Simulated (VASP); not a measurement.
Crystal: Pt.

```
Pt
1.0
     0.00000    1.96090    1.96090
     1.96090    0.00000    1.96090
     1.96090    1.96090    0.00000
Pt
1
Direct
  0.00000 0.00000 0.00000
```

| Item | Value |
| --- | --- |
| Program | VASP 6.6.1 |
| Task | relaxation of cell and atoms |
| Functional | PBE |
| Potentials or basis | VASP PAW PBE potentials, release 64 (Pt) |
| Cutoff | 520 eV |
| k mesh | 18 × 18 × 18 |
| Occupations | gaussian, width 1 eV |
| Spin | no spin polarisation |

At the start: pressure 12.9 GPa; volume 15.08 Å³/atom.

Q: How do energy, volume and symmetry change on relaxing?

A: Over 16 steps the energy falls by 28.3 meV/atom and the volume is 15.82 Å³/atom (+4.9 %); space group Fm-3m (No. 225, to 0.05 Å).

The path:
```
step  energy change (eV)  largest force (eV/Å)  pressure (GPa)  volume (Å³)
   1              0.0000                0.0000           12.87        15.08
   2              0.1197                0.0000          -20.10        17.88
   3             -0.0282                0.0000           -0.52        15.86
   4             -0.0283                0.0000           -0.06        15.83
   5             -0.0283                0.0000            0.17        15.81
   6             -0.0283                0.0000            0.17        15.81
   7             -0.0283                0.0000            0.14        15.82
   8             -0.0283                0.0000            0.14        15.82
   9             -0.0283                0.0000            0.14        15.82
  10             -0.0283                0.0000            0.14        15.82
  11             -0.0283                0.0000            0.14        15.82
  12             -0.0283                0.0000            0.14        15.82
  13             -0.0283                0.0000            0.12        15.82
  14             -0.0283                0.0000            0.10        15.82
  15             -0.0283                0.0000            0.08        15.82
  16             -0.0283                0.0000            0.00        15.82
```

Final structure:
```yaml
crystal:
  lattice:
    - [0.00000, 1.99268, 1.99268]
    - [1.99268, 0.00000, 1.99268]
    - [1.99268, 1.99268, 0.00000]
  atoms:
    - { symbol: Pt, position: [0.00000, 0.00000, 0.00000] }
```
